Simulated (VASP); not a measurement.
These are PBEsol GGA, VASP's PBE PAW potentials (set 64) (plane waves; VASP 6.6.1) values and carry that method's errors.

The input files of a VASP run:

### KPOINTS
```
Automatic mesh
0
Gamma
6 6 7
0 0 0
```

INCAR:
```
ENCUT = 400   # plane-wave cut-off (eV)
LASPH = .True.   # aspherical one-centre terms
NELM = 100   # most electronic steps
EDIFFG = -0.02   # ionic stop
EDIFF = 1E-6
IBRION = 2
ISMEAR = 1
LMAXMIX = 4   # l cut-off of mixed one-centre charges
LCHARG = .False.
ISPIN = 2   # spin-polarised
PREC = Accurate
MAGMOM = 6*4.0 2*0.0
SYSTEM = Mn3Sn
LREAL = .False.   # projection in real space or not
LORBIT = 10
ISIF = 3
LWAVE = .False.
SIGMA = 0.1   # width (eV)
NSW = 60   # most ionic steps
GGA = PS   # PBEsol
ALGO = Normal   # blocked Davidson
```

### POSCAR
```
Mn3Sn
1
    5.3535349341    -0.0000000154    -0.0000000000
   -2.6767669931     4.6362973304    -0.0000000000
   -0.0000000000     0.0000000000     4.2468691255
Mn Sn
6 2
Direct
  0.8487554703   0.6975109407   0.2500000000
  0.1512445296   0.8487554704   0.7500000000
  0.3024890593   0.1512445297   0.2500000000
  0.1512445297   0.3024890593   0.7500000000
  0.8487554704   0.1512445296   0.2500000000
  0.6975109407   0.8487554703   0.7500000000
  0.3333330000   0.6666670000   0.2500000000
  0.6666670000   0.3333330000   0.7500000000
```

POTCAR, in this order: Mn_pv Sn_d (PBE.64 set). Program: vasp_std.

The moments were started parallel, and other spin orders were not tried in this run. Unless said otherwise, spin-orbit coupling is left out, though it shifts the bands of the heavy elements here.

Question: What does the run give for the energy per atom (σ→0), cell moment, volume per atom, band gap (on the k-mesh)?

Answer: 
The energy per atom (σ→0) is -8.215 eV/atom and the cell moment comes out as 10.05 μB. The band gap (on the k-mesh) is none (metal, semimetal or under 0.01 eV) and the volume per atom is 13.18 Å³/atom.

### OSZICAR
```
...
DAV:   1    -0.657158021749E+02   -0.14781E-02   -0.11914E-01 11047   0.396E+00    0.474E-01
DAV:   2    -0.657154269729E+02    0.37520E-03   -0.29241E-02  8776   0.119E+00    0.225E-01
DAV:   3    -0.657147178903E+02    0.70908E-03   -0.17188E-03 10320   0.280E-01    0.115E-01
DAV:   4    -0.657145967916E+02    0.12110E-03   -0.42290E-04  9572   0.127E-01    0.488E-02
DAV:   5    -0.657145931113E+02    0.36804E-05   -0.63971E-05  8835   0.514E-02    0.208E-02
DAV:   6    -0.657145920315E+02    0.10798E-05   -0.47384E-06  8821   0.141E-02    0.918E-03
DAV:   7    -0.657145922981E+02   -0.26665E-06   -0.89289E-07  4772   0.668E-03
   2 F= -.65714592E+02 E0= -.65716535E+02  d E =-.268275E-03  mag=    10.0458
```

The structure was generated: Mn3Sn was put into the D019 type (P6_3/mmc), which need not be its known phase. This run relaxes it. Symmetry was kept, so distortions that lower it aren't found. The start is the result of an earlier pass.
